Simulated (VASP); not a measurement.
# A VASP study of Hf (Hafnium) (r2SCAN + rVV10): structure first, properties next, part 2 of 2

What structure and properties does r2SCAN + rVV10 give Hf (Hafnium), and how near are they to the measured ones? The start is a cell from a database of measured crystal structures.

VASP 6.6.1; r2SCAN with rVV10; plane waves and PAW (Hf_pv).

Still holding for the runs below: The k-mesh is coarse for a metal.

So far. Step 12 (Volume scan with r2SCAN + rVV10 (run 5)): The run ends at a pressure of -2.27 GPa.

## (13) Volume scan with r2SCAN + rVV10 (run 6)

INCAR

```
SYSTEM = Hf
PREC = Accurate
ENCUT = 400
EDIFF = 1E-06
NELM = 100
ISMEAR = 1
SIGMA = 0.2
LREAL = .FALSE.
ALGO = Normal
METAGGA = R2SCAN
LUSE_VDW = .TRUE.
IVDW_NL = 2
BPARAM = 11.95
CPARAM = 0.0093
LASPH = .TRUE.
NBANDS = 16
LORBIT = 11
LWAVE = .FALSE.
LCHARG = .FALSE.
KPAR = 2
ISIF = 2
```

POSCAR

```
Hf
1.0
    3.2283576765      0.0000000000      0.0000000000
   -1.6141788382      2.7958397603      0.0000000000
    0.0000000000      0.0000000000      5.0881683005
Hf
2
Direct
    0.3333333333      0.6666666667      0.2500000000
    0.6666666667      0.3333333333      0.7500000000
```

KPOINTS

```
Automatic mesh
0
Gamma
8 8 5
0 0 0
```

Potentials, in the order of the species: Hf_pv (PBE family, release 64).

Started as:

```console
$ mpirun -np 2 vasp_std
```

Elapsed: 38 s, on 2 MPI ranks of Intel Xeon 6975P-C (Granite Rapids), shared host; peak memory 0.48 GiB.

The pressure falls from -2.27 to -4.34 GPa.

The run ends at a pressure of -4.34 GPa.

## (14) Volume scan with r2SCAN + rVV10 (run 7)

A prediction first. A parabola through the 6 pressures of evenly scaled cells so far, P = 0.01 -118.2 t +186 t² GPa with t = ln(V/V₁) and V₁ the volume at scale 1, gives -6.25 GPa at t = +0.0583.

INCAR is that of step 13.

POSCAR

```
Hf
1.0
    3.2489210187      0.0000000000      0.0000000000
   -1.6244605093      2.8136481370      0.0000000000
    0.0000000000      0.0000000000      5.1205778896
Hf
2
Direct
    0.3333333333      0.6666666667      0.2500000000
    0.6666666667      0.3333333333      0.7500000000
```

KPOINTS is that of step 13.

Started as:

```console
$ mpirun -np 2 vasp_std
```

It took 40 s on 2 MPI ranks; peak memory 0.49 GiB; 69 s of CPU time.

The pressure falls from -4.34 to -6.24 GPa. The parabola predicted -6.25 GPa, -0.01 GPa off.

## (15) Comparing the runs

Times are for 2 MPI ranks of Intel Xeon 6975P-C (Granite Rapids), shared host. The series side by side:

| no. | volume scale | energy above the lowest point (meV/atom) | pressure (GPa) | time | memory (GiB) |
| --- | --- | --- | --- | --- | --- |
| 1 | 0.94 | 33.55 | 8.033 | 32 s | 0.39 |
| 2 | 0.96 | 14.9 | 5.142 | 42 s | 0.46 |
| 3 | 0.98 | 3.89 | 2.473 | 44 s | 0.48 |
| 4 | 1 | 0 | 0.004352 | 46 s | 0.48 |
| 5 | 1.02 | 2.71 | -2.267 | 43 s | 0.47 |
| 6 | 1.04 | 11.52 | -4.344 | 38 s | 0.48 |
| 7 | 1.06 | 25.88 | -6.240 | 40 s | 0.49 |

## (16) Fit for r2SCAN + rVV10

This step: Birch-Murnaghan fit, r2SCAN with rVV10; plane waves and PAW (VASP 6.6.1).

This step runs nothing: it gathers the runs above.

This step gave:

| Item | Value |
| --- | --- |
| pressure derivative of the bulk modulus | 2.928 |
| r.m.s. error of the fit | 1.52e-5 eV/atom |
| minimum inside the sampled range | yes |
| bulk modulus | 118.7 GPa |
| equilibrium volume of the fit | 22.11 Å³/atom |

Energy above the fitted minimum against volume:

| volume (Å³/atom) | energy above the fitted minimum (eV/atom) |
| --- | --- |
| 20.75 | 0.0336 |
| 21.20 | 0.0149 |
| 21.64 | 0.00389 |
| 22.08 | 8.7e-7 |
| 22.52 | 0.00271 |
| 22.96 | 0.0115 |
| 23.40 | 0.0259 |

The fitted volume lies +0.15 % from the relaxed one. At a finite cutoff and mesh the minimum of the energy and the zero of the stress don't quite coincide, and the relaxation stops at a threshold.

## (17) Electric field gradients (r2SCAN + rVV10)

This step: r2SCAN with rVV10; plane waves and PAW (Hf_pv) (VASP 6.6.1).

Field gradients probe how far the charge around each nucleus departs from cubic symmetry; LASPH keeps the non-spherical terms inside the spheres.

Edit INCAR of step 14 so:

```diff
@@ -3,3 +3,3 @@
 ENCUT = 400
-EDIFF = 1E-06
+EDIFF = 1E-07
 NELM = 100
@@ -20,2 +20,2 @@
 KPAR = 2
-ISIF = 2
+LEFG = .TRUE.
```

POSCAR

```
Hf
1.0
    3.1864262073      0.0000000000      0.0000000000
   -1.5932131036      2.7595260428      0.0000000000
    0.0000000000      0.0000000000      5.0220807124
Hf
2
Direct
    0.3333333333      0.6666666667      0.2500000000
    0.6666666667      0.3333333333      0.7500000000
```

KPOINTS is that of step 14.

Started as:

```console
$ mpirun -np 2 vasp_std
```

The job ended after 37 s (2 MPI ranks; peak memory 0.48 GiB; 64 s of CPU time).

This step gave:

```
SCF cycles              : 14
free energy (TOTEN)     : -89.9604 eV
energy at zero smearing : -89.9636 eV
Fermi energy            : 4.941 eV
pressure                : 0.008744 GPa
```

Electric field gradients, by row:

| atom | Vxx (V/Å²) | Vyy (V/Å²) | Vzz (V/Å²) | asymmetry |
| --- | --- | --- | --- | --- |
| Hf1 | -40.17 | -40.17 | 80.35 | 0 |
| Hf2 | -40.17 | -40.17 | 80.35 | 0 |

The largest gradient, 80.35 V/Å², sits on Hf1 and like sites; times the quadrupole moment of a nucleus that has one, it gives the coupling that NMR and NQR see.

## (18) Outcome

```json
{
 "relaxed volume": "22.08 Å³/atom",
 "relaxed conventional cell a, b, c": "3.186, 3.186, 5.022 Å; angles 90.0, 90.0, 120.0°",
 "space group after relaxing, within 0.02 Å": "P6_3/mmc (No. 194)",
 "band gap": "none, a metal",
 "DOS at the Fermi level": "1.24 states/eV/cell",
 "highest zone-centre mode": "97.2 cm⁻¹",
 "bulk modulus from the fit": "119 GPa",
 "volume from the fit": "22.1 Å³/atom",
 "largest field gradient Vzz": "80.35 V/Å² on Hf1"
}
```

With r2SCAN + rVV10, Hf (Hafnium) relaxes to 22.08 Å³/atom in space group P6_3/mmc (held by the symmetry of the run), comes out as a metal and has a bulk modulus of 119 GPa at fixed shape and positions, an upper bound. Against the listed cell the volume lies -1.3 % (a -0.3 %, c -0.7 %). Band structure (r2SCAN + rVV10): Of the bands kept, 4 cross the Fermi level on this path. Zone-centre phonons (r2SCAN + rVV10): The highest mode in this list at Γ lies at 97.2 cm⁻¹. The scan held shape and positions, so its modulus is an upper bound, and a miss against the measured one is not the functional's alone. Spin-orbit coupling is left out, and with elements this heavy it would split and shift bands near the Fermi level. The k-sampling is coarse for a metal, so the Fermi level, pressures and the shape of the cell carry errors. Modes at Γ alone can't show that the crystal is stable at other wave vectors. No search among competing phases was made. All values are for a static lattice at zero temperature.

Comparison with the measured values:

| quantity | measured | Birch-Murnaghan fit, r2SCAN with rVV10 |
| --- | --- | --- |
| bulk modulus (GPa) | 112.9 | 119 (+5.1 %) |

Measured values from arxiv:1405.0345 (2014).

**Verdict.** The bulk modulus is off by +5.1 %: fair agreement. The grades are ours: good and fair within 5 and 12 % for the bulk modulus. Zero-point motion and thermal expansion are not in the computed bulk modulus.

[Lines on the potential files, build, host, timing and source positions are cut from VASP's logs without a mark.]

[Logs are printed without paths, hosts, clocks, repeated set-up lines and the standing remarks that a program may print on its own settings, such as how far it seeks lower states.]

[Hosts, paths, dates, database ids (printed as entryN), source tags and the programs' standing remarks are cut or masked in the printed files.]

[A measured line is paired with the nearest computed mode of its activity, which favours agreement.]
